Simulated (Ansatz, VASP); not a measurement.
# BAs in two plane-wave programs, part 2 of 2

Aim: how closely do two programs agree when they are given the same cell, functional and k mesh? The structure shown comes from an earlier Ansatz run, which isn't shown and may have moved the atoms alone.

VASP 6.6.1 and Ansatz 0.2.0.

So far: The starting structure; Ansatz: elastic constants, LDA.

### 3. VASP: elastic constants, LDA

Level of this step: LDA; plane waves and PAW (B, As) (VASP).

The same cell, functional (in two slightly different forms) and mesh now go to VASP, with its own data sets.

Lines of VASP's logs that name or quote its potential files are left out, and so is its time.

INCAR

```
SYSTEM = BAs
PREC = Accurate
ENCUT = 500
EDIFF = 1E-08
NELM = 120
ISMEAR = 0
SIGMA = 0.01
LREAL = .FALSE.
ALGO = Normal
GGA = CA
NBANDS = 10
LORBIT = 11
LWAVE = .FALSE.
LCHARG = .FALSE.
ISIF = 3
IBRION = 6
NFREE = 2
POTIM = 0.015
NSW = 1
LASPH = .TRUE.
GGA_COMPAT = .FALSE.
EFERMI = MIDGAP
```

POSCAR

```
BAs
1.0
    0.0000000000      2.3658283884      2.3658283884
    2.3658283884      0.0000000000      2.3658283884
    2.3658283884      2.3658283884      0.0000000000
B As
1 1
Direct
    0.0000000000      0.0000000000      0.0000000000
    0.2500000000      0.2500000000      0.2500000000
```

KPOINTS

```
Automatic mesh
0
Gamma
10 10 10
0 0 0
```

The projector-augmented-wave data sets are B and As (LDA family, release 64).

The run is started by

```
mpirun -np 1 vasp_std
```

Numbers of over 12 decimals in the logs are rounded to 6 here.

The log of the run:

```text
[banner, memory and clock lines left out]
running    1 mpi-ranks, on    1 nodes
 distrk:  each k-point on    1 cores,    1 groups
 distr:  one band on    1 cores,    1 groups

 POSCAR found type information on POSCAR B As
 POSCAR found :  2 types and       2 ions
 LDA part: xc-table for (Slater(with rela. corr.)+CA(PZ))
 , standard interpolation
 POSCAR, INCAR and KPOINTS ok, starting setup
 FFT: planning ... GRIDC
 FFT: planning ... GRID_SOFT
 FFT: planning ... GRID
 WAVECAR not read
 entering main loop
       N       E                     dE             d eps       ncg     rms          rms(c)
DAV:   1     0.956512266086E+01    0.95651E+01   -0.38354E+03   940   0.691E+02
DAV:   2    -0.131870793824E+02   -0.22752E+02   -0.21953E+02  1308   0.106E+02
DAV:   3    -0.137092240165E+02   -0.52214E+00   -0.52147E+00  1126   0.162E+01
DAV:   4    -0.137104633746E+02   -0.12394E-02   -0.12393E-02  1176   0.890E-01
DAV:   5    -0.137104652690E+02   -0.18944E-05   -0.18943E-05  1112   0.326E-02    0.523E+00
DAV:   6    -0.130265207412E+02    0.68394E+00   -0.18506E+00  1000   0.598E+00    0.247E+00
DAV:   7    -0.129391815242E+02    0.87339E-01   -0.21818E-01  1122   0.249E+00    0.903E-01
DAV:   8    -0.129256053071E+02    0.13576E-01   -0.25202E-02  1030   0.887E-01    0.104E-01
DAV:   9    -0.129256310685E+02   -0.25761E-04   -0.72125E-04  1064   0.181E-01    0.592E-02
DAV:  10    -0.129256371834E+02   -0.61149E-05   -0.85684E-05  1042   0.554E-02    0.143E-02
DAV:  11    -0.129256385625E+02   -0.13791E-05   -0.15597E-06  1106   0.937E-03    0.131E-02
DAV:  12    -0.129256384044E+02    0.15809E-06   -0.78255E-07  1046   0.392E-03    0.287E-03
DAV:  13    -0.129256384069E+02   -0.24710E-08   -0.28754E-08  1076   0.125E-03
   1 F= -.12925638E+02 E0= -.12925638E+02  d E =0.000000E+00
[... from here on, the cycles between the ionic steps are left out ...]
   2 F= -.12922759E+02 E0= -.12922759E+02  d E =0.000000E+00
   3 F= -.12917609E+02 E0= -.12917609E+02  d E =0.000000E+00
   8 F= -.12922303E+02 E0= -.12922303E+02  d E =0.000000E+00
   9 F= -.12922303E+02 E0= -.12922303E+02  d E =0.000000E+00
  10 F= -.12922303E+02 E0= -.12922303E+02  d E =0.000000E+00
  11 F= -.12922303E+02 E0= -.12922303E+02  d E =0.000000E+00
  12 F= -.12922303E+02 E0= -.12922303E+02  d E =0.000000E+00
  13 F= -.12922303E+02 E0= -.12922303E+02  d E =0.000000E+00
  14 F= -.12923696E+02 E0= -.12923696E+02  d E =0.000000E+00
  15 F= -.12923696E+02 E0= -.12923696E+02  d E =0.000000E+00
  16 F= -.12923695E+02 E0= -.12923695E+02  d E =0.000000E+00
 Finite differences progress:
  Degree of freedom:   8/  8
  Displacement:        1/  2
  Total:              15/ 16
 bond charge predicted
       N       E                     dE             d eps       ncg     rms          rms(c)
DAV:   1    -0.129233880093E+02    0.30737E-03   -0.26554E-01  3514   0.279E+00    0.155E-01
DAV:   2    -0.129237701577E+02   -0.38215E-03   -0.55794E-03  3950   0.535E-01    0.843E-02
DAV:   3    -0.129236965298E+02    0.73628E-04   -0.64318E-05  4066   0.509E-02    0.131E-02
DAV:   4    -0.129236953326E+02    0.11972E-05   -0.24392E-06  4078   0.101E-02    0.327E-03
DAV:   5    -0.129236953559E+02   -0.23309E-07   -0.75217E-08  3970   0.180E-03    0.381E-04
DAV:   6    -0.129236953566E+02   -0.61704E-09   -0.56292E-09  2716   0.472E-04
  17 F= -.12923695E+02 E0= -.12923695E+02  d E =0.000000E+00
 Finite differences progress:
  Degree of freedom:   8/  8
  Displacement:        2/  2
  Total:              16/ 16
```

OUTCAR, selected parts (step 3):

```text
ion  position               nearest neighbor table
   1  0.000  0.000  0.000-   2 2.05   2 2.05   2 2.05   2 2.05
   2  0.250  0.250  0.250-   1 2.05   1 2.05   1 2.05   1 2.05

  LATTYP: Found a face centered cubic cell.
 ALAT       =     4.7316567768

 Subroutine GETGRP returns: Found 24 space group operations
 (whereof 24 operations were pure point group operations)

The static configuration has the point symmetry T_d .

 Found     47 irreducible k-points:

   k-points           NKPTS =     47   k-points in BZ     NKDIM =     47   number of bands    NBANDS=     10

   dimension x,y,z NGX =    24 NGY =   24 NGZ =   24
   dimension x,y,z NGXF=    48 NGYF=   48 NGZF=   48

   ENCUT  =  500.0 eV  36.75 Ry    6.06 a.u.   6.10  6.10  6.10*2*pi/ulx,y,z

   NELECT =       8.0000    total number of electrons

 k-points in reciprocal lattice and weights: Automatic mesh
   0.00000000  0.00000000  0.00000000       0.001
   0.10000000  0.00000000  0.00000000       0.008
   0.20000000  0.00000000  0.00000000       0.008
   0.30000000  0.00000000  0.00000000       0.008
   0.40000000  0.00000000  0.00000000       0.008
   0.50000000  0.00000000  0.00000000       0.004
   0.10000000  0.10000000  0.00000000       0.006
   0.20000000  0.10000000  0.00000000       0.024
   0.30000000  0.10000000  0.00000000       0.024
[...]
-0.30000000  0.40000000  0.20000000       0.024
  -0.30000000  0.50000000  0.20000000       0.012

 average (electrostatic) potential at core
       1 -31.5855       2 -51.6963

 E-fermi :   7.0848

 k-point     1 :       0.0000    0.0000    0.0000
  band No.  band energies     occupation
      1      -9.1556      2.00000
      2       6.3760      2.00000
      3       6.4848      2.00000
      4       6.5914      2.00000
      5       9.6874      0.00000
      6       9.7691      0.00000
      7       9.8538      0.00000
      8      11.5443      0.00000
      9      15.9852      0.00000
    ...

 k-point     2 :       0.1000    0.0000    0.0000
  band No.  band energies     occupation
      1      -8.9874      2.00000
      2       5.0297      2.00000
      3       6.1375      2.00000
      4       6.2646      2.00000
      5       9.9876      0.00000
      6      10.1083      0.00000
      7      10.2227      0.00000
      8      12.3435      0.00000
      9      16.6492      0.00000
    ...

 k-point     3 :       0.2000    0.0000    0.0000
  band No.  band energies     occupation
      1      -8.4907      2.00000
      2       2.6408      2.00000
      3       5.5425      2.00000
      4       5.6582      2.00000
      5       9.8259      0.00000
      6      10.8460      0.00000
      7      10.9701      0.00000
      8      13.8414      0.00000
      9      17.6500      0.00000
    ...

  Total        0.1676195      0.1713521      0.1713521      0.0000000      0.1209023      0.0000000
  in kB       10.1404093     10.3662144     10.3662144      0.0000000      7.3141764      0.0000000
  external PRESSURE =      10.2909461 kB  Pullay stress =       0.0000000 kB

  energy-cutoff  :      500.00
  volume of cell :       26.48
      direct lattice vectors                 reciprocal lattice vectors
     0.000000000  2.365828388  2.365828388    -0.211342464  0.211342464  0.211342464
     2.365828388  0.000000000  2.365828388     0.211342464 -0.211342464  0.211342464
     2.365828388  2.365828388  0.000000000     0.211342464  0.211342464 -0.211342464

 POSITION                                       TOTAL-FORCE (eV/Angst)
 -----------------------------------------------------------------------------------
      0.00000      0.00000      0.00000        -0.258987     -0.000000     -0.000000
      1.16791      1.18291      1.18291         0.258987      0.000000      0.000000
 -----------------------------------------------------------------------------------
    total drift:                                0.000057      0.000000      0.000000

  FREE ENERGIE OF THE ION-ELECTRON SYSTEM (eV)
  ---------------------------------------------------
  free  energy   TOTEN  =       -12.9236953566 eV

  energy  without entropy=      -12.9236953566  energy(sigma->0) =      -12.92369536

  SYMMETRIZED ELASTIC MODULI (kBar)
 Direction    XX          YY          ZZ          XY          YZ          ZX
 --------------------------------------------------------------------------------
 XX        2921.9327    797.6864    797.6864     -0.0000     -0.0000      0.0000
 YY         797.6864   2921.9327    797.6864     -0.0000     -0.0000      0.0000
 ZZ         797.6864    797.6864   2921.9327      0.0000     -0.0000     -0.0000
 XY          -0.0000     -0.0000      0.0000   1794.0767     -0.0000      0.0000
 YZ          -0.0000     -0.0000     -0.0000     -0.0000   1794.0767      0.0000
 ZX           0.0000      0.0000     -0.0000      0.0000      0.0000   1794.0767
 --------------------------------------------------------------------------------

 Eigenvectors and eigenvalues of the dynamical matrix
 ----------------------------------------------------

   1 f  =   21.133000 THz   132.782555 2PiTHz  704.921004 cm-1    87.399026 meV
             X         Y         Z           dx          dy          dz
      0.000000  0.000000  0.000000     0.000000    0.934820    0.000000
      1.182914  1.182914  1.182914     0.000000   -0.355122    0.000000

   2 f  =   21.133000 THz   132.782555 2PiTHz  704.921004 cm-1    87.399026 meV
             X         Y         Z           dx          dy          dz
      0.000000  0.000000  0.000000     0.934820    0.000000    0.000000
      1.182914  1.182914  1.182914    -0.355122    0.000000    0.000000

   3 f  =   21.133000 THz   132.782555 2PiTHz  704.921004 cm-1    87.399026 meV
             X         Y         Z           dx          dy          dz
      0.000000  0.000000  0.000000     0.000000    0.000000    0.934820
      1.182914  1.182914  1.182914     0.000000    0.000000   -0.355122

   4 f/i=    0.000354 THz     0.002223 2PiTHz    0.011802 cm-1     0.001463 meV
             X         Y         Z           dx          dy          dz
      0.000000  0.000000  0.000000    -0.355122    0.000000    0.000000
      1.182914  1.182914  1.182914    -0.934820    0.000000    0.000000

   5 f/i=    0.000354 THz     0.002223 2PiTHz    0.011802 cm-1     0.001463 meV
             X         Y         Z           dx          dy          dz
      0.000000  0.000000  0.000000     0.000000    0.000000   -0.355122
      1.182914  1.182914  1.182914     0.000000    0.000000   -0.934820

   6 f/i=    0.000354 THz     0.002223 2PiTHz    0.011802 cm-1     0.001463 meV
             X         Y         Z           dx          dy          dz
      0.000000  0.000000  0.000000     0.000000   -0.355122    0.000000
      1.182914  1.182914  1.182914     0.000000   -0.934820    0.000000

 ELASTIC MODULI CONTR FROM IONIC RELAXATION (kBar)
 Direction    XX          YY          ZZ          XY          YZ          ZX
 --------------------------------------------------------------------------------
 XX          -0.0000     -0.0000     -0.0000      0.0000      0.0000     -0.0000
 YY          -0.0000     -0.0000     -0.0000      0.0000      0.0000     -0.0000
 ZZ          -0.0000     -0.0000     -0.0000      0.0000      0.0000     -0.0000
 XY           0.0000      0.0000      0.0000   -227.7142      0.0000      0.0000
 YZ           0.0000      0.0000      0.0000      0.0000   -227.7142      0.0000
 ZX          -0.0000     -0.0000     -0.0000      0.0000      0.0000   -227.7142
 --------------------------------------------------------------------------------

 TOTAL ELASTIC MODULI (kBar)
 Direction    XX          YY          ZZ          XY          YZ          ZX
 --------------------------------------------------------------------------------
 XX        2921.9327    797.6864    797.6864     -0.0000     -0.0000      0.0000
 YY         797.6864   2921.9327    797.6864     -0.0000     -0.0000     -0.0000
 ZZ         797.6864    797.6864   2921.9327      0.0000     -0.0000     -0.0000
 XY          -0.0000     -0.0000      0.0000   1566.3625     -0.0000      0.0000
 YZ          -0.0000     -0.0000     -0.0000     -0.0000   1566.3625      0.0000
 ZX           0.0000     -0.0000     -0.0000      0.0000      0.0000   1566.3625
 --------------------------------------------------------------------------------

 total charge
# of ion       s       p       d       tot
------------------------------------------
    1        0.655   1.212   0.000   1.867
    2        1.178   1.698   0.092   2.968
--------------------------------------------------
tot          1.834   2.910   0.092   4.835

[... 3 further parts left out ...]
```

CONTCAR:

```
BAs
   1.00000000000000
     0.0000000000000000    2.3658283884000002    2.3658283884000002
     2.3658283884000002    0.0000000000000000    2.3658283884000002
     2.3658283884000002    2.3658283884000002    0.0000000000000000
  B               As
     1     1
Direct
     0.0000000000000000    0.0000000000000000    0.0000000000000000
     0.2531701369536241    0.2468298630463758    0.2468298630463758
```

The last energy, forces, stress and levels in OUTCAR belong to the last displaced cell, not to the cell of POSCAR.

Levels, forces or a CONTCAR printed for this step are those of its last displaced cell, not of the structure at rest.

### 4. Differences

Known differences besides the potentials themselves: the two LDA forms differ slightly; fixed occupations in Ansatz, narrow Gaussian smearing in VASP; the data sets hold 18 valence electrons in Ansatz (on its PAW soft_1 files) and 8 in VASP; the cutoff is 420 eV in Ansatz and 500 eV in VASP; VASP's log shows a relativistic correction to its local exchange, Ansatz's none; VASP takes each elastic constant from one size of strain, Ansatz from those that its log lists. Total energies have different zeros and are not compared.

Both answers:

```csv
quantity,Ansatz,VASP,difference
C11 (GPa),289.8,292.2,-0.83 %
C22 (GPa),289.8,292.2,-0.83 %
C33 (GPa),289.8,292.2,-0.83 %
C12 (GPa),75.8,79.8,-4.96 %
C13 (GPa),75.8,79.8,-4.96 %
C23 (GPa),75.8,79.8,-4.96 %
C44 (GPa),156.3,156.6,-0.23 %
C55 (GPa),156.3,156.6,-0.23 %
C66 (GPa),156.3,156.6,-0.23 %
```

### 5. Results

| Property | Result |
| --- | --- |
| difference in C12 (elastic constants, LDA) | -5.0 % |

In words: The difference in C12 is -5.0 % (elastic constants, LDA), at about the 5 % picked in this series as the mark of a large difference. The data sets hold unlike numbers of valence electrons (18 in Ansatz and 8 in VASP), so part of the differences comes from the potentials. How closely two codes agree says nothing of how well the functional describes the real material.

[Lines on the potential files, build, host, timing and source positions are cut from VASP's logs without a mark.]

[Logs are printed without paths, hosts, clocks, repeated set-up lines and the standing remarks that a program may print on its own settings, such as how far it seeks lower states.]

[Hosts, paths, dates, database ids (printed as entryN), source tags and the programs' standing remarks are cut or masked in the printed files.]
